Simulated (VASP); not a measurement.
Method: vdW-DF-cx, VASP's PBE PAW potentials (set 64) (plane waves; VASP 6.6.1).

VASP input:

INCAR:
```
# general
SYSTEM   = CoGa
PREC     = Accurate
ENCUT    = 520
LREAL    = .FALSE.
LASPH    = .TRUE.

# electronic loop
EDIFF    = 1E-7
NELM     = 100
ALGO     = Normal
LMAXMIX  = 4

# smearing
ISMEAR   = 1
SIGMA    = 0.1

# functional
GGA      = CX
LUSE_VDW = .TRUE.
AGGAC    = 0.0

# ions
ISIF     = 2

# output
LWAVE    = .FALSE.
LCHARG   = .FALSE.
```

### KPOINTS
```
Automatic mesh
0
Gamma
13 13 13
0 0 0
```

File POSCAR:
```
CoGa
1
    2.8986832491     0.0000000000     0.0000000000
    0.0000000000     2.8986832491     0.0000000000
    0.0000000000     0.0000000000     2.8986832491
Ga Co
1 1
Direct
  0.5000000000   0.5000000000   0.5000000000
  0.0000000000   0.0000000000   0.0000000000
```

POTCAR, in this order: Ga_d Co (PBE.64 set). Program: vasp_std.

Output of the run:

**OSZICAR**
```
       N       E                     dE             d eps       ncg     rms          rms(c)
DAV:   1     0.106397164544E+03    0.10640E+03   -0.10883E+04  2608   0.261E+03
DAV:   2    -0.836775433706E+00   -0.10723E+03   -0.10480E+03  2611   0.365E+02
DAV:   3    -0.617206250000E+01   -0.53353E+01   -0.52919E+01  2905   0.840E+01
DAV:   4    -0.625358541175E+01   -0.81523E-01   -0.81514E-01  3415   0.999E+00
DAV:   5    -0.625594611934E+01   -0.23607E-02   -0.23607E-02  3158   0.147E+00    0.995E+00
DAV:   6    -0.768829623675E+01   -0.14324E+01   -0.27191E+01  2858   0.689E+01    0.130E+01
DAV:   7    -0.515739882708E+01    0.25309E+01   -0.11405E+01  2618   0.508E+01    0.153E+00
DAV:   8    -0.514761382444E+01    0.97850E-02   -0.29101E-01  2955   0.578E+00    0.714E-01
DAV:   9    -0.513974857312E+01    0.78653E-02   -0.24476E-02  3434   0.238E+00    0.153E-01
DAV:  10    -0.513932424850E+01    0.42432E-03   -0.76081E-04  3415   0.417E-01    0.686E-02
DAV:  11    -0.513930814619E+01    0.16102E-04   -0.90473E-05  3749   0.162E-01    0.149E-02
DAV:  12    -0.513930789287E+01    0.25332E-06   -0.34053E-06  2921   0.289E-02    0.271E-03
DAV:  13    -0.513930780123E+01    0.91634E-07   -0.51704E-07  3354   0.101E-02
   1 F= -.51393078E+01 E0= -.51395825E+01  d E =0.824074E-03
```

### OUTCAR
```
------------------------ aborting loop because EDIFF is reached ----------------------------------------
  FORCE on cell =-STRESS in cart. coord.  units (eV):
  Direction    XX          YY          ZZ          XY          YZ          ZX
  --------------------------------------------------------------------------------------
  Total       -1.5136925     -1.5136925     -1.5136925      0.0000000     -0.0000000      0.0000000
  in kB      -99.5740014    -99.5740014    -99.5740014      0.0000000     -0.0000000      0.0000000
  external PRESSURE =     -99.5740014 kB  Pullay stress =       0.0000000 kB
  volume of cell :       24.36
      direct lattice vectors                 reciprocal lattice vectors
     2.898683249  0.000000000  0.000000000     0.344984227  0.000000000  0.000000000
     0.000000000  2.898683249  0.000000000     0.000000000  0.344984227  0.000000000
     0.000000000  0.000000000  2.898683249     0.000000000  0.000000000  0.344984227
 POSITION                                       TOTAL-FORCE (eV/Angst)
 -----------------------------------------------------------------------------------
      1.44934      1.44934      1.44934         0.000000      0.000000      0.000000
      0.00000      0.00000      0.00000         0.000000      0.000000      0.000000
 -----------------------------------------------------------------------------------
    total drift:                                0.000000      0.000000     -0.000000
  FREE ENERGIE OF THE ION-ELECTRON SYSTEM (eV)
  ---------------------------------------------------
  free  energy   TOTEN  =        -5.1393078012 eV

  energy  without entropy=       -5.1401318757  energy(sigma->0) =       -5.13958249
```
(Selected blocks of OUTCAR.)

The compound is CoGa in the CsCl type structure. This cell is one point of a volume scan, at 1.06 of the reference volume. The run is not spin-polarised, so no magnetic state was tried.
